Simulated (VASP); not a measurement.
OSZICAR of a VASP run on Pt3Ti (L1_2):

### OSZICAR
```
       N       E                     dE             d eps       ncg     rms          rms(c)
DAV:   1     0.394453706465E+03    0.39445E+03   -0.21162E+04  1750   0.180E+03
DAV:   2     0.934357121467E+01   -0.38511E+03   -0.37814E+03  1890   0.449E+02
DAV:   3    -0.231138453181E+02   -0.32457E+02   -0.31283E+02  2573   0.109E+02
DAV:   4    -0.240821416748E+02   -0.96830E+00   -0.96511E+00  2073   0.205E+01
DAV:   5    -0.241141647226E+02   -0.32023E-01   -0.31987E-01  2574   0.354E+00    0.197E+01
DAV:   6    -0.222291165062E+02    0.18850E+01   -0.26833E+01  2510   0.345E+01    0.152E+01
DAV:   7    -0.215466648235E+02    0.68245E+00   -0.36813E+01  2535   0.352E+01    0.935E+00
DAV:   8    -0.207785680951E+02    0.76810E+00   -0.16978E+00  2461   0.960E+00    0.451E+00
DAV:   9    -0.206393762930E+02    0.13919E+00   -0.22713E+00  2620   0.801E+00    0.226E+00
DAV:  10    -0.205905426944E+02    0.48834E-01   -0.30932E-01  2534   0.378E+00    0.343E-01
DAV:  11    -0.205923668864E+02   -0.18242E-02   -0.44233E-03  2378   0.507E-01    0.434E-01
DAV:  12    -0.205906518302E+02    0.17151E-02   -0.15027E-02  2658   0.697E-01    0.119E-01
DAV:  13    -0.205905627325E+02    0.89098E-04   -0.33250E-04  2307   0.121E-01    0.595E-02
DAV:  14    -0.205905560045E+02    0.67279E-05   -0.36986E-05  2243   0.403E-02    0.481E-02
DAV:  15    -0.205905342417E+02    0.21763E-04   -0.12774E-04  2597   0.685E-02    0.685E-03
DAV:  16    -0.205905347580E+02   -0.51629E-06   -0.16676E-06  2065   0.903E-03    0.524E-03
DAV:  17    -0.205905348008E+02   -0.42759E-07   -0.58059E-07  1806   0.573E-03
   1 F= -.20590535E+02 E0= -.20590616E+02  d E =0.242486E-03
```

Problem. Which electronic solver shows in the log?

Solution. It is blocked Davidson (ALGO = Normal, or the opening steps of other solvers). The INCAR had ALGO = Normal.

Problem. Can the final energy be trusted as converged?

Solution. Self-consistency was reached. It stopped with EDIFF = 1E-7, NELM = 100 (vdW-DF-cx, plane waves, VASP's PBE PAW potentials (set 64)).

The compound is Pt3Ti in the L1_2 structure. This cell is one point of a volume scan, at 1.06 of the reference volume.
